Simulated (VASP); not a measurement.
Given:

```
CELL_PARAMETERS angstrom
      1.27701    -2.21184     0.00000
      1.27701     2.21184     0.00000
      0.00000     0.00000     4.22545
ATOMIC_POSITIONS crystal
  B  0.66667 0.33333 0.50028
  B  0.33333 0.66667 0.00028
  N  0.66667 0.33333 0.87472
  N  0.33333 0.66667 0.37472
```

Calculation: optB88-vdW, VASP's PBE PAW potentials (set 64) (plane waves; VASP). Run with 520 eV cut-off, Gaussian smearing of 0.050 eV, potentials B N.

**Question.** What does the run give for the band gap (along the path) with the smallest direct gap where there is one?

**Answer.** 
```json
{
  "band gap (along the path)": "5.39 eV",
  "smallest direct gap (along the path)": "8.34 eV"
}
```

Only differences to runs with the same potentials and settings are physical.

The compound is BN in the wurtzite structure, a metastable high-pressure form. It was relaxed first.
